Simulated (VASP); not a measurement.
Output of a VASP run:

File OUTCAR:
```
 ion  position               nearest neighbor table
   1  0.500  0.500  0.500-   2 2.73   2 2.73   2 2.73   2 2.73   2 2.73   2 2.73   2 2.73   2 2.73
  LATTYP: Found a simple cubic cell.
 ALAT       =     3.1500000000
 Subroutine PRICEL returns:
 Original cell was already a primitive cell.
 Subroutine GETGRP returns: Found 48 space group operations
The static configuration has the point symmetry O_h .
The dynamic configuration has the point symmetry O_h .
 Subroutine INISYM returns: Found 48 space group operations
 Subroutine IBZKPT returns following result:
 Found     56 irreducible k-points:

 Following reciprocal coordinates:
            Coordinates               Weight
  0.000000  0.000000  0.000000      1.000000
  0.100000  0.000000  0.000000      6.000000
  0.200000  0.000000  0.000000      6.000000
  0.300000  0.000000  0.000000      6.000000
  0.400000  0.000000  0.000000      6.000000
  0.500000  0.000000  0.000000      3.000000
  0.100000  0.100000  0.000000     12.000000
  0.200000  0.100000  0.000000     24.000000
  0.300000  0.100000  0.000000     24.000000
  0.400000  0.100000  0.000000     24.000000
  0.500000  0.100000  0.000000     12.000000
  0.200000  0.200000  0.000000     12.000000
  0.300000  0.200000  0.000000     24.000000
  0.400000  0.200000  0.000000     24.000000
  0.500000  0.200000  0.000000     12.000000
  0.300000  0.300000  0.000000     12.000000
  0.400000  0.300000  0.000000     24.000000
  0.500000  0.300000  0.000000     12.000000
  0.400000  0.400000  0.000000     12.000000
  0.500000  0.400000  0.000000     12.000000
  0.500000  0.500000  0.000000      3.000000
  0.100000  0.100000  0.100000      8.000000
  0.200000  0.100000  0.100000     24.000000
  0.300000  0.100000  0.100000     24.000000
  0.400000  0.100000  0.100000     24.000000
  0.500000  0.100000  0.100000     12.000000
  0.200000  0.200000  0.100000     24.000000
  0.300000  0.200000  0.100000     48.000000
  0.400000  0.200000  0.100000     48.000000
  0.500000  0.200000  0.100000     24.000000
  0.300000  0.300000  0.100000     24.000000
  0.400000  0.300000  0.100000     48.000000
  0.500000  0.300000  0.100000     24.000000
  0.400000  0.400000  0.100000     24.000000
  0.500000  0.400000  0.100000     24.000000
  0.500000  0.500000  0.100000      6.000000
  0.200000  0.200000  0.200000      8.000000
  0.300000  0.200000  0.200000     24.000000
  0.400000  0.200000  0.200000     24.000000
  0.500000  0.200000  0.200000     12.000000
   k-points           NKPTS =     56   k-points in BZ     NKDIM =     56   number of bands    NBANDS=     15
   number of dos      NEDOS =    301   number of ions     NIONS =      2
   total plane-waves  NPLWV =  13824
   dimension x,y,z NGX =    24 NGY =   24 NGZ =   24
   dimension x,y,z NGXF=    48 NGYF=   48 NGZF=   48
   ions per type =               1   1
   PREC   = accura    normal or accurate (medium, high low for compatibility)
   ISTART =      0    job   : 0-new  1-cont  2-samecut
   ICHARG =      2    charge: 1-file 2-atom 10-const
   ISPIN  =      1    spin polarized calculation?
   LNONCOLLINEAR =      F non collinear calculations
   LSORBIT =      F    spin-orbit coupling
   INIWAV =      1    electr: 0-lowe 1-rand  2-diag
   ENCUT  =  520.0 eV  38.22 Ry    6.18 a.u.   5.86  5.86  5.86*2*pi/ulx,y,z
   NELM   =    100;   NELMIN=  2; NELMDL= -5     # of ELM steps
   EDIFF  = 0.1E-05   stopping-criterion for ELM
   LREAL  =      F    real-space projection
   NLSPLINE    = F    spline interpolate recip. space projectors
   LMAXMIX     =    6 max onsite mixed and CHGCAR
   VOSKOWN=      0    Vosko Wilk Nusair interpolation
   EDIFFG = -.1E-01   stopping-criterion for IOM
   NSW    =     60    number of steps for IOM
   NBLOCK =      1;   KBLOCK =     60    inner block; outer block
   IBRION =      2    ionic relax: 0-MD 1-quasi-New 2-CG
   NFREE  =      1    steps in history (QN), initial steepest desc. (CG)
...
```

OSZICAR:
```
       N       E                     dE             d eps       ncg     rms          rms(c)
DAV:   1     0.694691851590E+02    0.69469E+02   -0.12118E+04  1720   0.202E+03
DAV:   2    -0.612131781479E+02   -0.13068E+03   -0.12664E+03  1799   0.355E+02
DAV:   3    -0.654928159376E+02   -0.42796E+01   -0.42666E+01  1995   0.736E+01
DAV:   4    -0.655212757379E+02   -0.28460E-01   -0.28458E-01  1995   0.523E+00
DAV:   5    -0.655216289550E+02   -0.35322E-03   -0.35322E-03  2023   0.597E-01    0.897E+00
DAV:   6    -0.599121717528E+02    0.56095E+01   -0.55454E+00  1708   0.302E+01    0.679E+00
DAV:   7    -0.598801330253E+02    0.32039E-01   -0.31417E-01  1820   0.793E+00    0.363E+00
DAV:   8    -0.598899049204E+02   -0.97719E-02   -0.24684E-01  1785   0.623E+00    0.966E-01
DAV:   9    -0.599358105990E+02   -0.45906E-01   -0.37503E-02  1771   0.321E+00    0.252E-01
DAV:  10    -0.599371545712E+02   -0.13440E-02   -0.61864E-03  1904   0.865E-01    0.739E-02
DAV:  11    -0.599372756977E+02   -0.12113E-03   -0.27459E-03  1799   0.602E-01    0.539E-02
DAV:  12    -0.599375415773E+02   -0.26588E-03   -0.18758E-04  1771   0.155E-01    0.318E-02
DAV:  13    -0.599375458881E+02   -0.43108E-05   -0.39833E-05  1890   0.912E-02    0.120E-02
DAV:  14    -0.599375636039E+02   -0.17716E-04   -0.28731E-05  1834   0.816E-02    0.342E-03
DAV:  15    -0.599375635135E+02    0.90409E-07   -0.14576E-06  1309   0.203E-02
   1 F= -.59937564E+02 E0= -.59937283E+02  d E =-.599376E+02
```

**OUTCAR**
```
------------------------ aborting loop because EDIFF is reached ----------------------------------------
  FORCE on cell =-STRESS in cart. coord.  units (eV):
  Direction    XX          YY          ZZ          XY          YZ          ZX
  --------------------------------------------------------------------------------------
  Total        0.0083187      0.0083187      0.0083187      0.0000000     -0.0000000      0.0000000
  in kB        0.4264189      0.4264189      0.4264189      0.0000000     -0.0000000      0.0000000
  external PRESSURE =       0.4264189 kB  Pullay stress =       0.0000000 kB
  volume of cell :       31.26
      direct lattice vectors                 reciprocal lattice vectors
     3.150000000  0.000000000  0.000000000     0.317460317  0.000000000  0.000000000
     0.000000000  3.150000000  0.000000000     0.000000000  0.317460317  0.000000000
     0.000000000  0.000000000  3.150000000     0.000000000  0.000000000  0.317460317
 POSITION                                       TOTAL-FORCE (eV/Angst)
 -----------------------------------------------------------------------------------
      1.57500      1.57500      1.57500         0.000000      0.000000      0.000000
      0.00000      0.00000      0.00000         0.000000      0.000000      0.000000
 -----------------------------------------------------------------------------------
    total drift:                                0.000000      0.000000     -0.000000
  FREE ENERGIE OF THE ION-ELECTRON SYSTEM (eV)
  ---------------------------------------------------
  free  energy   TOTEN  =       -59.9375635135 eV

  energy  without entropy=      -59.9367231068  energy(sigma->0) =      -59.93728338

 reached required accuracy - stopping structural energy minimisation
```
(Selected blocks of OUTCAR.)

POSCAR:
```
AuZn
1
    3.1500000000     0.0000000000     0.0000000000
    0.0000000000     3.1500000000     0.0000000000
    0.0000000000     0.0000000000     3.1500000000
Zn Au
1 1
Direct
  0.5000000000   0.5000000000   0.5000000000
  0.0000000000   0.0000000000   0.0000000000
```

### Question
Write an INCAR and KPOINTS that could have produced this output.

### Answer
This is not unique; one that fits is the input of the run itself, r2SCAN meta-GGA, plane waves, VASP's PBE PAW potentials (set 64).

KPOINTS:
```
Automatic mesh
0
Gamma
10 10 10
0 0 0
```

INCAR:
```
# general
SYSTEM  = AuZn
PREC    = Accurate
ENCUT   = 520
LREAL   = .FALSE.
LASPH   = .TRUE.

# electronic loop
EDIFF   = 1E-6
NELM    = 100
ALGO    = Normal
LMAXMIX = 6
LMIXTAU = .TRUE.

# smearing
ISMEAR  = 1
SIGMA   = 0.1

# functional
METAGGA = R2SCAN

# ions
IBRION  = 2
NSW     = 60
ISIF    = 3
EDIFFG  = -0.01

# output
LWAVE   = .FALSE.
LCHARG  = .FALSE.
```

POTCAR, in this order: Zn Au (PBE.64 set). Program: vasp_std.

The compound is AuZn in the CsCl type structure. The cell was not relaxed at this level. The electron count is odd and the run is not spin-polarised, which forces a metal.
